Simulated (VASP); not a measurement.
Here is the system:

```
AlNi
1.0
    2.86280     0.00000     0.00000
    0.00000     2.86280     0.00000
    0.00000     0.00000     2.86280
Al Ni
1 1
Direct
  0.50000   0.50000   0.50000
  0.00000   0.00000   0.00000
```

These are PBEsol GGA, VASP's PBE PAW potentials (set 64) (plane waves; VASP) values and carry that method's errors. Numerical set-up: 400 eV cut-off, 11×11×11 Γ-centred mesh, first-order Methfessel-Paxton smearing of 0.10 eV, potentials Al Ni.

Task: What does the run give for the energy per atom (σ→0), band gap (on the k-mesh) with the smallest direct gap where there is one?

Result: 
| Item | Result |
|---|---|
| band gap (on the k-mesh) | none (metal, semimetal or under 0.01 eV) |
| energy per atom (σ→0) | -558.7 kJ/mol of atoms |

The absolute energy has meaning only against runs of the same code, potentials and settings.

The compound is NiAl in the CsCl type structure. It was relaxed first. The start is the result of an earlier pass. The run is not spin-polarised, so no magnetic state was tried. The electron count is odd and the run is not spin-polarised, which forces a metal.
